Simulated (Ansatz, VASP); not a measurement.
**InP: VASP beside Ansatz**

Aim: how closely do two programs agree when they are given the same cell, functional and k mesh? The cell is taken from a series of runs on this material, whose earlier steps may have relaxed, scaled, displaced or heated it; both programs get it as it stands.

Method: plane waves, with VASP 6.6.1 beside it; zone-centre phonons at LDA, in Ansatz 0.2.0.

## (1) The structure

It takes space group F-43m (No. 216, cubic). Conventional cell: a = 5.827 Å, b = 5.827 Å, c = 5.827 Å, α = 90.00°, β = 90.00°, γ = 90.00°. Nearest to P lie 4 In at 2.52 Å. Nearest to In lie 4 P at 2.52 Å. Farther neighbours are not listed.

## (2) VASP: zone-centre phonons, LDA

Second derivatives magnify differences that forces hide, and they need a tight electronic threshold.

Lines of VASP's logs that name or quote its potential files are left out, and so is its time.

File INCAR:

```
SYSTEM = InP
PREC = Accurate
ENCUT = 500
EDIFF = 1E-08
NELM = 120
ISMEAR = -1
SIGMA = 0.03
LREAL = .FALSE.
ALGO = Normal
GGA = PW92
NELECT = 17.995054
NBANDS = 14
LORBIT = 11
LWAVE = .FALSE.
LCHARG = .FALSE.
ISIF = 2
IBRION = 8
LASPH = .TRUE.
GGA_COMPAT = .FALSE.
KPAR = 2
```

File POSCAR:

```
InP
1.0
    0.0000000000      2.9134905970      2.9134905970
    2.9134905970      0.0000000000      2.9134905970
    2.9134905970      2.9134905970      0.0000000000
P In
1 1
Direct
    0.7500000000      0.7500000000      0.7500000000
    0.0000000000      1.0000000000      0.0000000000
```

File KPOINTS:

```
Automatic mesh
0
Gamma
30 30 30
0 0 0
```

The projector-augmented-wave data sets are P and In_d (LDA family, release 64).

The run is started by

```console
> mpirun -np 2 vasp_std
```

Numbers of over 12 decimals in the logs are rounded to 6 here.

What it wrote:

```text
[banner, memory and clock lines left out]
running    2 mpi-ranks, on    1 nodes
 distrk:  each k-point on    1 cores,    2 groups
 distr:  one band on    1 cores,    1 groups

 POSCAR found type information on POSCAR P In
 POSCAR found :  2 types and       2 ions
|                                                                             |
|               ----> ADVICE to this user running VASP <----                  |
|                                                                             |
|     You enforced a specific xc type in the INCAR file but a different       |
|     [... a line on the potential file left out ...]
|     I HOPE YOU KNOW WHAT YOU ARE DOING!                                     |
|                                                                             |

 LDA part: xc-table for (Slater(with rela. corr.)+PW92), standard interpolation
 POSCAR, INCAR and KPOINTS ok, starting setup
 FFT: planning ... GRIDC
 FFT: planning ... GRID_SOFT
 FFT: planning ... GRID
 WAVECAR not read
 entering main loop
       N       E                     dE             d eps       ncg     rms          rms(c)
DAV:   1     0.111715472828E+03    0.11172E+03   -0.77856E+03 21178   0.131E+03
DAV:   2    -0.213652564881E+01   -0.11385E+03   -0.10985E+03 22418   0.317E+02
DAV:   3    -0.991291860129E+01   -0.77764E+01   -0.77231E+01 27740   0.854E+01
DAV:   4    -0.101242604055E+02   -0.21134E+00   -0.21122E+00 25562   0.154E+01
DAV:   5    -0.101343847696E+02   -0.10124E-01   -0.10124E-01 32004   0.294E+00BRMIX: very serious problems
 the old and the new charge density differ
 old charge density:    18.00000 new   17.99506
BRMIX: very serious problems
 the old and the new charge density differ
 old charge density:    18.00000 new   17.99506
    0.596E+00
DAV:   6    -0.974267714557E+01    0.39171E+00   -0.63460E-01 32822   0.145E+01    0.358E+00
DAV:   7    -0.969999660334E+01    0.42681E-01   -0.15812E-01 28314   0.354E+00    0.118E+00
DAV:   8    -0.969483631131E+01    0.51603E-02   -0.14196E-02 28172   0.156E+00    0.420E-01
DAV:   9    -0.969456000775E+01    0.27630E-03   -0.12854E-03 28050   0.484E-01    0.184E-01
DAV:  10    -0.969458436186E+01   -0.24354E-04   -0.14872E-04 32766   0.119E-01    0.119E-01
DAV:  11    -0.969458804922E+01   -0.36874E-05   -0.18624E-05 32190   0.690E-02    0.439E-02
DAV:  12    -0.969458601596E+01    0.20333E-05   -0.57428E-06 26630   0.394E-02    0.153E-02
DAV:  13    -0.969458596826E+01    0.47703E-07   -0.27736E-07 27510   0.434E-03    0.138E-02
DAV:  14    -0.969458590734E+01    0.60921E-07   -0.13225E-07 26780   0.524E-03    0.257E-03
DAV:  15    -0.969458590202E+01    0.53160E-08   -0.21828E-08 21464   0.121E-03
   1 F= -.96945859E+01 E0= -.96944358E+01  d E =-.300155E-03
 Linear response reoptimize wavefunctions to high precision
DAV:   1    -0.969458590201E+01    0.10687E-10   -0.58626E-10 17104   0.217E-04
 Linear response DOF=           2
 Linear response progress:
  Degree of freedom:   1/  2
       N       E                     dE             d eps       ncg     rms          rms(c)
RMM:   1    -0.504406896020E-01   -0.50441E-01    0.32911E-02219605   0.197E+00
RMM:   2    -0.482509947006E-01    0.21897E-02   -0.44439E-04170167   0.715E-01    0.153E-01
RMM:   3    -0.488492199090E-01   -0.59823E-03   -0.16316E-03192738   0.304E-01    0.583E-02
RMM:   4    -0.491036872214E-01   -0.25447E-03   -0.20508E-04193165   0.115E-01    0.182E-02
RMM:   5    -0.491379132022E-01   -0.34226E-04   -0.20885E-05203117   0.372E-02    0.110E-02
RMM:   6    -0.491275570591E-01    0.10356E-04   -0.40707E-06200168   0.124E-02    0.404E-03
RMM:   7    -0.491281876777E-01   -0.63062E-06   -0.35701E-07201823   0.451E-03    0.185E-03
RMM:   8    -0.491314632571E-01   -0.32756E-05   -0.70412E-08195652   0.170E-03    0.398E-04
RMM:   9    -0.491314001649E-01    0.63092E-07    0.82057E-07221787   0.582E-04    0.245E-04
RMM:  10    -0.491313554963E-01    0.44669E-07    0.21271E-07206638   0.239E-04    0.965E-05
RMM:  11    -0.491314670066E-01   -0.11151E-06    0.22504E-08211993   0.991E-05    0.514E-05
RMM:  12    -0.491314654224E-01    0.15842E-08    0.10491E-08213708   0.385E-05    0.425E-05
 first order change of Fermi-energy   0.13103E-03
 force on displaced ion       1 direction 1 :  -8.047   0.000   0.000
 Linear response progress:
  Degree of freedom:   2/  2
       N       E                     dE             d eps       ncg     rms          rms(c)
RMM:   1    -0.234556929418E+00   -0.23456E+00   -0.66639E-02143528   0.544E+00
RMM:   2    -0.237148380951E+00   -0.25915E-02   -0.15243E-02175904   0.118E+00    0.934E-02
RMM:   3    -0.237150857640E+00   -0.24767E-05   -0.17714E-03195397   0.366E-01    0.488E-02
RMM:   4    -0.236975705074E+00    0.17515E-03   -0.16743E-04194660   0.124E-01    0.242E-02
RMM:   5    -0.236944314087E+00    0.31391E-04   -0.21421E-05201400   0.455E-02    0.808E-03
RMM:   6    -0.236951500518E+00   -0.71864E-05   -0.10637E-05205361   0.161E-02    0.241E-03
RMM:   7    -0.236962375727E+00   -0.10875E-04   -0.30739E-06205587   0.480E-03    0.734E-04
RMM:   8    -0.236960434228E+00    0.19415E-05   -0.15028E-06204942   0.207E-03    0.379E-04
RMM:   9    -0.236958593759E+00    0.18405E-05   -0.70962E-07203112   0.961E-04    0.141E-04
RMM:  10    -0.236959335085E+00   -0.74133E-06   -0.40928E-07200059   0.461E-04    0.111E-04
RMM:  11    -0.236959253794E+00    0.81291E-07    0.36745E-08216724   0.233E-04    0.851E-05
RMM:  12    -0.236959291369E+00   -0.37576E-07   -0.51375E-09216766   0.128E-04    0.837E-05
RMM:  13    -0.236959250796E+00    0.40573E-07    0.55508E-08198771   0.799E-05    0.268E-05
RMM:  14    -0.236959337270E+00   -0.86473E-07    0.30007E-08195633   0.566E-05    0.937E-06
RMM:  15    -0.236959336819E+00    0.45065E-09    0.33826E-08216231   0.356E-05    0.122E-05
 first order change of Fermi-energy  -0.16938E-04
 force on displaced ion       2 direction 1 :  -8.079   0.000   0.000
 Linear response finished
```

OUTCAR, selected parts (step 2):

```text
NELECT = 17.995054

 ion  position               nearest neighbor table
   1  0.750  0.750  0.750-   2 2.52   2 2.52   2 2.52   2 2.52
   2  0.000  0.000  0.000-   1 2.52   1 2.52   1 2.52   1 2.52

  LATTYP: Found a face centered cubic cell.
 ALAT       =     5.8269811940

 Subroutine GETGRP returns: Found 24 space group operations
 (whereof 24 operations were pure point group operations)

The static configuration has the point symmetry T_d .

 Found    752 irreducible k-points:

   k-points           NKPTS =    752   k-points in BZ     NKDIM =    752   number of bands    NBANDS=     14

   dimension x,y,z NGX =    30 NGY =   30 NGZ =   30
   dimension x,y,z NGXF=    60 NGYF=   60 NGZF=   60

   ENCUT  =  500.0 eV  36.75 Ry    6.06 a.u.   7.51  7.51  7.51*2*pi/ulx,y,z

 k-points in reciprocal lattice and weights: Automatic mesh
   0.00000000  0.00000000  0.00000000       0.000
   0.03333333  0.00000000  0.00000000       0.000
   0.06666667  0.00000000  0.00000000       0.000
   0.10000000  0.00000000  0.00000000       0.000
   0.13333333  0.00000000  0.00000000       0.000
   0.16666667  0.00000000  0.00000000       0.000
   0.20000000  0.00000000  0.00000000       0.000
   0.23333333  0.00000000  0.00000000       0.000
   0.26666667  0.00000000  0.00000000       0.000
[...]
-0.26666667  0.46666667  0.23333333       0.001
  -0.26666667  0.50000000  0.23333333       0.000

 average (electrostatic) potential at core
       1 -83.8478       2 -95.0714

  Total       -0.0543153     -0.0543153     -0.0543153      0.0000000      0.0000000     -0.0000000
  in kB       -1.7593898     -1.7593898     -1.7593898      0.0000000      0.0000000     -0.0000000
  external PRESSURE =      -1.7593898 kB  Pullay stress =       0.0000000 kB

  energy-cutoff  :      500.00
  volume of cell :       49.46
      direct lattice vectors                 reciprocal lattice vectors
     0.000000000  2.913490597  2.913490597    -0.171615450  0.171615450  0.171615450
     2.913490597  0.000000000  2.913490597     0.171615450 -0.171615450  0.171615450
     2.913490597  2.913490597  0.000000000     0.171615450  0.171615450 -0.171615450

 POSITION                                       TOTAL-FORCE (eV/Angst)
 -----------------------------------------------------------------------------------
      4.37024      4.37024      4.37024        -0.000000     -0.000000      0.000000
      0.00000      0.00000      0.00000         0.000000      0.000000     -0.000000
 -----------------------------------------------------------------------------------
    total drift:                                0.000000      0.000000      0.000000

 Eigenvectors and eigenvalues of the dynamical matrix
 ----------------------------------------------------

   1 f  =    8.983015 THz    56.441947 2PiTHz  299.641124 cm-1    37.150748 meV
             X         Y         Z           dx          dy          dz
      4.370236  4.370236  4.370236     0.887074   -0.000000    0.000000
      0.000000  0.000000  0.000000    -0.461628    0.000000    0.000000

   2 f  =    8.983015 THz    56.441947 2PiTHz  299.641124 cm-1    37.150748 meV
             X         Y         Z           dx          dy          dz
      4.370236  4.370236  4.370236     0.000000    0.887074    0.000000
      0.000000  0.000000  0.000000     0.000000   -0.461628    0.000000

   3 f  =    8.983015 THz    56.441947 2PiTHz  299.641124 cm-1    37.150748 meV
             X         Y         Z           dx          dy          dz
      4.370236  4.370236  4.370236     0.000000    0.000000   -0.887074
      0.000000  0.000000  0.000000    -0.000000    0.000000    0.461628

   4 f/i=    0.007133 THz     0.044821 2PiTHz    0.237948 cm-1     0.029502 meV
             X         Y         Z           dx          dy          dz
      4.370236  4.370236  4.370236     0.198235    0.228010   -0.349020
      0.000000  0.000000  0.000000     0.380932    0.438148   -0.670684

   5 f/i=    0.007133 THz     0.044821 2PiTHz    0.237948 cm-1     0.029502 meV
             X         Y         Z           dx          dy          dz
      4.370236  4.370236  4.370236     0.403709   -0.008553    0.223710
      0.000000  0.000000  0.000000     0.775776   -0.016436    0.429885

   6 f/i=    0.007133 THz     0.044821 2PiTHz    0.237948 cm-1     0.029502 meV
             X         Y         Z           dx          dy          dz
      4.370236  4.370236  4.370236     0.104029   -0.401297   -0.203075
      0.000000  0.000000  0.000000     0.199905   -0.771139   -0.390233

 ELASTIC MODULI CONTR FROM IONIC RELAXATION (kBar)
 Direction    XX          YY          ZZ          XY          YZ          ZX
 --------------------------------------------------------------------------------
 XX          -0.0000      0.0000      0.0000      0.0000     -0.0000      0.0000
 YY           0.0000     -0.0000     -0.0000      0.0000      0.0000     -0.0000
 ZZ           0.0000     -0.0000     -0.0000     -0.0000      0.0000      0.0000
 XY           0.0000      0.0000     -0.0000   -264.5807      0.0000      0.0000
 YZ          -0.0000      0.0000      0.0000      0.0000   -264.5807      0.0000
 ZX           0.0000     -0.0000      0.0000      0.0000      0.0000   -264.5807
 --------------------------------------------------------------------------------
```

The cell is charged against a uniform background.

## (3) Ansatz: zone-centre phonons, LDA

Ansatz runs on its PAW soft_1 files.

The same cell, functional (in two slightly different forms), mesh and smearing now go to Ansatz, which takes its cutoff from its data sets.

File input.yaml:

```yaml
crystal:
  lattice:
    - [0.0, 2.913490597, 2.913490597]
    - [2.913490597, 0.0, 2.913490597]
    - [2.913490597, 2.913490597, 0.0]
  atoms:
    - { symbol: P, position: [0.75, 0.75, 0.75] }
    - { symbol: In, position: [0.0, 0.0, 0.0] }
total_charge: 0.004946
kpoints:
  mp_grid: { grid: [30, 30, 30] }
hamiltonian:
  xc: lda
  pseudopotentials: { kind: paw, azcp: { folder: soft_1 }, xc_functional: pbe }
scf:
  occupations: { method: fermi_dirac, width: 0.03 }
output:
  eigenvalues: true
phonons:
  method: dfpt
```

The run is started by

```console
> ansatz run input.yaml --threads 8 --pin off --max-ram 16384MiB --backend cpu --events-out ev --progress --plain --runs-dir out
```

What it wrote:

```text
zone centre: on kpoints.mp_grid the ground state, and the responses unless they are solved on pairs of k-points, stand on 1992 of the mesh's 27000 k-points, reduced under 8 symmetry operations, with k and −k counted as one. Each operation leaves every solved displacement unchanged or reverses it
Engine: ansatz 0.2.0, aarch64-unknown-linux-gnu
Pseudopotentials: kind: paw
Pseudopotential: P, paw, valence charge 5, recommended cutoff 420 eV (normal), soft_1/P.paw.azcp
Pseudopotential: In, paw, valence charge 13, recommended cutoff 420 eV (normal), soft_1/In.paw.azcp
Functional definition: SPW92
  exchange = slater_x
  correlation = pw_c
Crystal: 2 atoms, lattice volume = 49.462 Å³
Basis set: ecut = 420 eV, 941 PW (Γ), exchange–correlation on 60×60×60 points (8 copies of the dense FFT grid, shifted against one another)
Bands: 13, of which v1, the nominal top of the filled ones, is band 9 counted from 1 (8 counted from 0)
Symmetry: 24 space group operations
k-points: 1992 of 27000 (irreducible under 8 space group operations, time reversal used)
Non-local potential: P, projectors of the file, l = 0: 2, l = 1: 2, l = 2: 1
Non-local potential: In, projectors of the file, l = 0: 2, l = 1: 2, l = 2: 2, l = 3: 1
PAW form: soft (Blöchl's): semilocal exchange-correlation on the pseudo side does not see the compensation charge
PAW frozen core: P, regenerated for the run's functional, and the local potential with it (the file was generated under x = pbe(κ = 0.804, μ = 0.219515), c = pbe(β = 0.066725))
PAW frozen core: In, regenerated for the run's functional, and the local potential with it (the file was generated under x = pbe(κ = 0.804, μ = 0.219515), c = pbe(β = 0.066725))
PAW one-centre angular grid: P, 110 points (default); XC on 64 Gauss nodes
PAW one-centre angular grid: In, 590 points (default); XC on 64 Gauss nodes
Initial density: superposition of atomic densities (chi_scale 0.1, normalization cell, long waves kept (reshape's long-wave potential 0.00 eV rms))
Initial wavefunctions: pseudopotential atomic-orbital guess
Functional: x = slater, c = lda
SCF iter   1: F=—  HF=-6183.894616 eV  |F-HF|=—  |Δ(HF+E_count)|=         —  Δρ=3.28e-2  dr2=7.81e-1  ethr=3.10e-3  ⟨swp⟩=6.4  Hψ=179306  notcnv=0
preconditioner: auto → Kerker (q_TF=auto, 2.305 Å⁻¹)  [metal: Δε(μ)=0.025 eV  Ē_g=14.461 eV  σ=0.030 eV  W_gap=0.21  n_scr=14 (ndim 8)  ℏωp=22.4 eV  f_vac=0.000  D(μ)=0.11/eV (n_scr^D=0)]
SCF iter   2: F=—  HF=-6183.706712 eV  |F-HF|=—  |Δ(HF+E_count)|=   1.88e-1  Δρ=1.96e-2  dr2=2.46e-1  ethr=3.10e-3  ⟨swp⟩=2.0  Hψ=49800  notcnv=0
SCF iter   3: F=—  HF=-6183.641295 eV  |F-HF|=—  |Δ(HF+E_count)|=   6.54e-2  Δρ=4.20e-3  dr2=1.47e-2  ethr=1.37e-3  ⟨swp⟩=2.1  Hψ=38295  notcnv=0
SCF iter   4: F=—  HF=-6183.639417 eV  |F-HF|=—  |Δ(HF+E_count)|=   1.88e-3  Δρ=1.46e-3  dr2=1.97e-3  ethr=8.19e-5  ⟨swp⟩=2.4  Hψ=45179  notcnv=0
SCF iter   5: F=—  HF=-6183.639483 eV  |F-HF|=—  |Δ(HF+E_count)|=   6.58e-5  Δρ=4.32e-4  dr2=1.11e-4  ethr=1.10e-5  ⟨swp⟩=2.1  Hψ=43972  notcnv=0
SCF iter   6: F=—  HF=-6183.639510 eV  |F-HF|=—  |Δ(HF+E_count)|=   2.68e-5  Δρ=5.60e-5  dr2=1.19e-6  ethr=6.15e-7  ⟨swp⟩=2.4  Hψ=37960  notcnv=0
SCF iter   7: F=—  HF=-6183.639511 eV  |F-HF|=—  |Δ(HF+E_count)|=   9.11e-7  Δρ=8.06e-6  dr2=4.04e-8  ethr=6.60e-9  ⟨swp⟩=3.0  Hψ=44999  notcnv=0
SCF iter   8: F=—  HF=-6183.639511 eV  |F-HF|=—  |Δ(HF+E_count)|=   1.81e-8  Δρ=2.37e-6  dr2=5.58e-9  ethr=2.25e-10  ⟨swp⟩=1.8  Hψ=28699  notcnv=0
SCF iter   9: F=—  HF=-6183.639511 eV  |F-HF|=—  |Δ(HF+E_count)|=   1.54e-9  Δρ=6.54e-7  dr2=3.59e-10  ethr=3.10e-11  ⟨swp⟩=1.5  Hψ=27294  notcnv=0
SCF iter  10: F=-6183.639511 eV  HF=-6183.639511 eV  |F-HF|=3.64e-12  |Δ(HF+E_count)|=  3.73e-11  Δρ=8.57e-8  dr2=3.24e-12  ethr=1.00e-12  ⟨swp⟩=7.0  Hψ=166125  notcnv=0
SCF 1 converged in 10 iterations: F = -6183.639511 eV  dr2 = 3.24e-12
  greatest PAW one-centre occupation: 0.982 electrons in one spin orbital (limit 2), on the In atom at site 1 (counted from 0), in its partial waves of l = 2
DFPT response loops at Γ: preconditioner auto → Kerker (q_TF=auto, 2.305 Å⁻¹) (partly filled bands, converged f_vac=0.008); β = 1.00, the filter's whole step (`scf.mixing.beta` (0.50) is not read by the response loops under this deck's `scf.mixing.preconditioner`; to damp them name `kerker` or `kerker_dos`, under which they read `scf.mixing.beta`, and type it under 1.00, their step now; both keys bind the ground state too); Broyden in place of MSR1
SCF converged after 10 iterations
Free energy (F): -6183.639511 eV
Harris-Foulkes:  -6183.639511 eV  (|F-HF|=3.64e-12)
Internal energy: -6183.639211 eV  (E = F + TS)
E sigma→0 (E₀):  -6183.639361 eV
Entropy (-TS):   -0.000300 eV (-0.150 meV/atom)
Fermi energy:    6.957177 eV
--- Per-component energies (eV) ---
  E_band       = -53.203518
  E_kinetic    = 289.071005
  E_local      = -1325.171796  (includes V_loc(G=0)·N_el)
  E_nonlocal   = 363.931281
  E_hartree    = 529.261560
  E_xc         = -214.085392
  E_vxc        = -151.705974  (∫ρ·V_xc dr)
  E_paw        = -4599.212871  (= ΣΔE_a)
  E_vpaw       = -287.851254  (= ΣTr[D̂ρ^β])
  E_aug_tail   = 0.000084  (compensation charges beyond the density's cutoff)
  E_ewald      = -1227.834968
  E_core_change = 0.401886  (= ΣΔE_core)
  E_smearing   = -0.000300  (= −TS)
  E_closure    = 0.000000  (closes the sum)
  E_deformation_potential = 0.065919  (in the stress; not in F)
  Σ components = -6183.639511   (vs F -6183.639511, Δ=0.00e0)
--- Band table (eV; the first three rows and the last of 1992) ---
  k-point 0: bands = [... 5 lower, -4.6819, 6.9959, 6.9959, 6.9959, 7.5727, 10.9572, 10.9572, 10.9572]
  k-point 1: bands = [... 5 lower, -4.6685, 6.7328, 6.9801, 6.9801, 7.7940, 10.9575, 10.9807, 10.9807]
  k-point 2: bands = [... 5 lower, -4.6286, 6.2761, 6.9347, 6.9347, 8.1215, 10.9705, 11.0481, 11.0481]
  k-point 1991: bands = [... 5 lower, -2.0937, 1.1969, 3.9265, 3.9501, 11.1007, 11.2818, 12.5349, 13.0986]
--- Phonons (Γ-DFPT): 2 representative perturbations + reference, on 1992 of 27000 k-points (Σ response iterations 6) ---
  k mesh reduced under 8 symmetry operations, with k and −k counted as one. Each operation leaves every solved displacement unchanged or reverses it
  ASR residual: 2.272e-5 → 0.000e0 eV/Å²; symmetrization residual: 3.376e-6 eV/Å²
  ASR residual per site (eV/Å²): 2.19e-5 2.27e-5
  Γ frequencies (cm⁻¹): 0.00 0.00 0.00 300.33 300.33 300.33
  non-analytic LO–TO correction: not included (Born effective charges unavailable; polar crystals: no LO–TO splitting at Γ)
```

## (4) Comparison

Known differences besides the potentials themselves: the cutoff is 420 eV in Ansatz and 500 eV in VASP; VASP's log shows a relativistic correction to its local exchange, Ansatz's none. Total energies have different zeros and are not compared.

Both answers:

```csv
quantity,Ansatz,VASP,difference
optical mode 1 to 3 (cm⁻¹),300.3,299.6,+0.23 %
```

Modes are paired by rising frequency, not by their patterns, so a pair may set unlike modes beside each other; they are those without the splitting of longitudinal modes. The cell carries a charge of +0.004946 e against a uniform background, so its pressure also hangs on how the neutralising background is counted, and in a defect's cell a gap may be the spacing between its levels.

## (5) Results

```json
{
  "r.m.s. difference of the optical zone-centre modes, each program's sorted by frequency (zone-centre phonons, LDA)": "0.69 cm⁻¹"
}
```

In words: The r.m.s. difference of the optical zone-centre modes, each program's sorted by frequency is 0.69 cm⁻¹ (zone-centre phonons, LDA). Such differences can come from data sets, numerical settings and the points named under the comparisons, not from the functional's error against experiment.

[Lines on the potential files, build, host, timing and source positions are cut from VASP's logs without a mark.]

[Logs are printed without paths, hosts, clocks, repeated set-up lines and the standing remarks that a program may print on its own settings, such as how far it seeks lower states.]

[Hosts, paths, dates, database ids (printed as entryN), source tags and the programs' standing remarks are cut or masked in the printed files.]
